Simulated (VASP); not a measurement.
An input for Quantum ESPRESSO's pw.x (written as the equivalent of a VASP run, and not itself run):

```
&CONTROL
  calculation = 'scf'
  pseudo_dir = './pseudo'
  outdir = './out'
  tprnfor = .true.
  tstress = .true.
/
&SYSTEM
  ibrav = 0
  nat = 2
  ntyp = 2
  ecutwfc = 92
  occupations = 'smearing'
  smearing = 'gaussian'
  degauss = 0.002205
  input_dft = 'pbe'
/
&ELECTRONS
  conv_thr = 7.3e-08
  electron_maxstep = 100
/
ATOMIC_SPECIES
  Zn 65.380 Zn.upf
  Cu 63.546 Cu.upf
CELL_PARAMETERS angstrom
     2.8913440    0.0000000    0.0000000
     0.0000000    2.8913440    0.0000000
     0.0000000    0.0000000    2.8913440
ATOMIC_POSITIONS crystal
  Zn   0.5000000  0.5000000  0.5000000
  Cu   0.0000000  0.0000000  0.0000000
K_POINTS automatic
  6 6 6 0 0 0
```

Question: Write the VASP files for the same calculation (PBE).

Answer: Several could match; the one computed here: 
INCAR:
```
SYSTEM = ZnCu
PREC = Accurate; ENCUT = 300; LREAL = .FALSE.
LASPH = .TRUE.
EDIFF = 1E-6; NELM = 100; ALGO = Normal
LMAXMIX = 4
ISMEAR = 0; SIGMA = 0.03
GGA = PE
ISIF = 2
LWAVE = .FALSE.; LCHARG = .FALSE.
```

File KPOINTS:
```
K-points
0
G
  6 6 6
```

### POSCAR
```
ZnCu
1
    2.8913440000     0.0000000000     0.0000000000
    0.0000000000     2.8913440000     0.0000000000
    0.0000000000     0.0000000000     2.8913440000
Zn Cu
1 1
Direct
  0.5000000000   0.5000000000   0.5000000000
  0.0000000000   0.0000000000   0.0000000000
```

POTCAR, in this order: Zn Cu (PBE.64 set). Program: vasp_std.

The two are equivalent in intent, not identical: the potentials are each code's own (VASP's PAW set, PseudoDojo norm-conserving files in pw.x), so ENCUT and ecutwfc are chosen apart and not converted; conv_thr bounds pw.x's estimated SCF error, while EDIFF bounds the energy change between steps.

The structure comes from a computed database's ZnCu entry; how it stands against other phases isn't given here. The cell was not relaxed at this level. The k-mesh is coarse (spacing up to 0.36 per Å, 2π included), so the numbers may not be converged in it. The run is one of a series of settings (SIGMA = 0.03, KPOINTS 6×6×6 Γ-centred mesh against the base run), some of them coarse on purpose.
